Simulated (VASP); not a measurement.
Write the native input for VASP 6.6.1 that does the following.

```
Task                   : single point
Functional             : PBE
Potentials or basis    : VASP PAW PBE potentials, release 64 (Cr_pv, V_sv, Si)
Cutoff                 : 520 eV
k mesh                 : 6 × 6 × 3
Occupations            : gaussian, width 0.1595 eV
Spin                   : no spin polarisation
Dipole correction      : no
Further INCAR settings : ALGO = Normal; EDIFF = 1e-06; NBANDS = 56
```

The structure of VCr2Si2 lies in POSCAR:

```
VCr2Si2
1.0
    3.1577990000      0.0000000000      0.0000000000
    1.5789000000     -5.1361260000      0.0000000000
    0.0000000000      0.0000000000     -7.7440210000
Cr V Si
4 2 4
Direct
    0.1420000000      0.7160000000      0.9310000000
    0.8580000000      0.2840000000      0.4310000000
    0.8580000000      0.2840000000      0.0690000000
    0.1420000000      0.7160000000      0.5690000000
    0.4060000000      0.1880000000      0.7500000000
    0.5940000000      0.8120000000      0.2500000000
    0.7550000000      0.4900000000      0.7500000000
    0.2450000000      0.5100000000      0.2500000000
    0.5000000000      0.0000000000      0.0000000000
    0.5000000000      0.0000000000      0.5000000000
```

The cell was built by a generator and needn't be a form met in nature.

These files were run (other wordings do the same):

INCAR

```
  PREC = Accurate
  ENCUT = 520
  EDIFF = 1E-6
  ISMEAR = 0
  SIGMA = 0.1595
  LREAL = False
  LASPH = True
  NELM = 100
  ALGO = Normal
  ISIF = 2
  LWAVE = False
  LCHARG = False
  GGA = PE
  NBANDS = 56
```

KPOINTS

```
Automatic mesh
0
Gamma
  6 6 3
```

Potentials or basis: VASP PAW PBE potentials, release 64 (Cr_pv, V_sv, Si).

The run is started by

```bash
$ cat potpaw_PBE.64/Cr_pv/POTCAR potpaw_PBE.64/V_sv/POTCAR potpaw_PBE.64/Si/POTCAR > POTCAR
$ mpirun -np 1 vasp_std > vasp.out
```

It gave:

```
Pressure               : 19.5 GPa
Largest force          : 2.597 eV/Å
Band gap on the k mesh : none (metal or under the smearing width)
```

Caveat: so large a pressure means that the cell lies far from this level's equilibrium, or that cutoff or potentials fall short; forces of over 1 eV/Å show positions far from the minimum, so gaps and moduli don't describe the material at rest.

Run time: 3.8 min on 1 thread of Intel(R) Xeon(R) Platinum 8259CL CPU @ 2.50GHz (Skylake/Cascade Lake), with other jobs on the host, peak memory 0.32 GiB.
